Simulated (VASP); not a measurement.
Input of a VASP 6.6.1 run:

The input INCAR:

```
SYSTEM = Be2As
  PREC = Accurate
  ENCUT = 520
  EDIFF = 1E-7
  ISMEAR = -1
  SIGMA = 0.05
  LREAL = .False.
  LASPH = .True.
  NELM = 100
  ALGO = Normal
  ISIF = 2
  LWAVE = .False.
  LCHARG = .False.
  GGA = PE
  NBANDS = 12
```

KPOINTS

```
regular mesh
0
Gamma
  9 9 9
  0 0 0
```

POSCAR

```
Be2As
1.0
    1.8002500000      1.0393800000      3.5245100000
   -1.8002500000      1.0393800000      3.5245100000
    0.0000000000     -2.0787500000      3.5245100000
Be As
2 1
Direct
    0.2172530000      0.2266530000      0.2261660000
    0.7683960000      0.7758440000      0.7745320000
   -0.0093270000      0.0003120000      0.0086620000
```

Potentials or basis: VASP PAW PBE potentials, release 64 (Be, As).

Launch:

```console
$ cat potpaw_PBE.64/Be/POTCAR potpaw_PBE.64/As/POTCAR > POTCAR
$ mpirun -np 1 vasp_std > vasp.out
```

Problem. What does it give for the pressure?

Solution. 0.6 GPa.

Problem. Predict the largest force.

Solution. 0.118 eV/Å.

Problem. Predict the band gap on the k mesh.

Solution. None (metal or under the smearing width).

Forces in eV/Å, atoms in the order of the input:
```
Be   0.003 -0.030 -0.011
Be  -0.012 -0.058  0.089
As   0.009  0.088 -0.078
```
